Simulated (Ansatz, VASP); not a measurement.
One calculation of BeGeMo3, two programs

```
Be Ge Mo
1.0
     4.57721    0.00000    0.00000
     0.00000    4.57721    0.00000
     0.00000    0.00000    4.57721
Be Ge Mo
1 1 3
Direct
  0.00000 0.00000 0.00000
  0.50000 0.50000 0.50000
  0.00000 0.50000 0.50000
  0.50000 0.00000 0.50000
  0.50000 0.50000 0.00000
```

Alike in both runs: functional PBE; k mesh 4 × 4 × 4; occupations gaussian, width 0.1 eV; no spin polarisation.

Ansatz relaxed the structure, and its values are those at the end. VASP's run is a single point on that final structure, the one shown.

|  | VASP | Ansatz |
| --- | --- | --- |
| version | VASP 6.6.1 | Ansatz 0.2.0 |
| potentials or method | VASP PAW PBE potentials, release 64 (Be, Ge_d, Mo_sv) | scalar-relativistic, plane waves, PAW |
| plane-wave cutoff (eV) | 520 | 420 |
| valence electrons in the cell | 58 | 58 |

```tsv
	VASP	Ansatz	Ansatz less VASP
gap on the k mesh at the Fermi level (eV)	none	none	-
pressure (GPa)	0.4	0.1	-0.34
```

A gap of «none» marks a metal or a gap that the smearing closes. With one functional, cell and mesh, what is left measures potentials, basis and numerics.
